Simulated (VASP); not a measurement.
Input:

```xyz
2
Lattice="1.8000 -3.1177 0.0000 1.8000 3.1177 0.0000 0.0000 0.0000 5.6900" Properties=species:S:1:pos:R:3 pbc="T T T"
Tb     1.8000     1.0392     1.4225
Tb     1.8000    -1.0392     4.2675
```

Method: TPSS meta-GGA, VASP's PBE PAW potentials (set 64) (plane waves; VASP). Numerical set-up: 520 eV cut-off, 11×11×6 Γ-centred mesh, first-order Methfessel-Paxton smearing of 0.10 eV, potentials Tb_3.

The 4f electrons are frozen in the core of the lanthanide potential, so 4f levels, which can set the real gap, and their magnetism are missing.

**Question.** The ions, cell shape and volume are relaxed. Give the cell that the relaxation ends in.

**Answer.** 
```xyz
2
Lattice="1.8030 -3.1229 0.0000 1.8030 3.1229 0.0000 0.0000 0.0000 5.6057" Properties=species:S:1:pos:R:3 pbc="T T T"
Tb     1.8030     1.0410     1.4014
Tb     1.8030    -1.0410     4.2043
```
Space group P6_3/mmc (194), at a tolerance of 0.03 Å.

**Question.** How do energy and volume change from the first to the last step?

**Answer.** The energy (σ→0) changes by -1.4 meV/atom and the volume by -1.2 %, in 5 ionic steps.

The compound is Tb in the hcp structure. This run relaxes it. Symmetry was kept, so distortions that lower it aren't found.
